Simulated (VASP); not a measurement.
Here is the system:

```
CELL_PARAMETERS angstrom
      3.31725     0.00000     0.00000
     -1.65863     2.87282     0.00000
      0.00000     0.00000    13.65533
ATOMIC_POSITIONS crystal
  W  0.66667 0.33333 0.75000
  W  0.33333 0.66667 0.25000
  Se 0.66667 0.33333 0.37182
  Se 0.33333 0.66667 0.87182
  Se 0.33333 0.66667 0.62818
  Se 0.66667 0.33333 0.12818
```

Level of theory: r2SCAN meta-GGA, VASP's PBE PAW potentials (set 64) (plane waves; VASP 6.6.1). Run with 480 eV cut-off, 7×7×2 Γ-centred mesh, Gaussian smearing of 0.050 eV, potentials W_sv Se.

Estimate the energy per atom (σ→0).

* **energy per atom (σ→0)**: -27.266 eV/atom

The absolute energy has meaning only against runs of the same code, potentials and settings.

The compound is WSe2 in the 2H layered structure. It was relaxed first, which changed the volume by +8 %. The start is the result of an earlier pass.
